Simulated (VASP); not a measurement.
Data:

```xyz
4
Lattice="3.4170 0.0000 0.0000 -1.7085 2.9592 0.0000 0.0000 0.0000 6.4490" Properties=species:S:1:pos:R:3 pbc="T T T"
Sn     0.0000     0.0000     0.0000
Sn     0.0000     0.0000     3.2245
O      0.0000     1.9728     1.6122
O      1.7085     0.9864     4.8367
```

These are r2SCAN meta-GGA, VASP's PBE PAW potentials (set 64) (plane waves; VASP) values and carry that method's errors. Numerical set-up: 520 eV cut-off, 12×12×6 Γ-centred mesh, tetrahedra with Blöchl corrections, potentials Sn_d O.

Task: Give the energies of bands 14 to 23 at the high-symmetry points, in eV from the Fermi level.

Result: 
| band | Γ | M | K | A | L | H |
|---|---|---|---|---|---|---|
| 14 | -7.37 | -6.36 | -5.61 | -8.76 | -8.02 | -7.50 |
| 15 | -4.27 | -5.97 | -5.18 | -3.22 | -4.80 | -5.96 |
| 16 | -3.33 | -5.72 | -5.18 | -3.22 | -4.80 | -5.96 |
| 17 | -3.33 | -4.28 | -5.00 | -3.22 | -3.83 | -3.78 |
| 18 | -3.11 | -3.30 | -5.00 | -3.22 | -3.83 | -3.78 |
| 19 | -3.11 | -2.12 | -3.97 | -2.53 | -2.55 | -1.19 |
| 20 | -0.40 | -0.77 | 0.29 | -2.53 | -2.55 | -1.19 |
| 21 | 0.53 | -0.54 | 1.89 | 3.26 | 1.92 | 0.34 |
| 22 | 6.37 | 2.23 | 1.89 | 3.26 | 1.92 | 0.34 |
| 23 | 6.37 | 3.83 | 2.60 | 6.84 | 4.26 | 3.65 |

It has no gap at this level: it comes out as a metal or semimetal.

The structure was generated: SnO was put into the NiAs type (P6_3/mmc), which need not be its known phase. It was relaxed first, which changed the volume by +25 %.
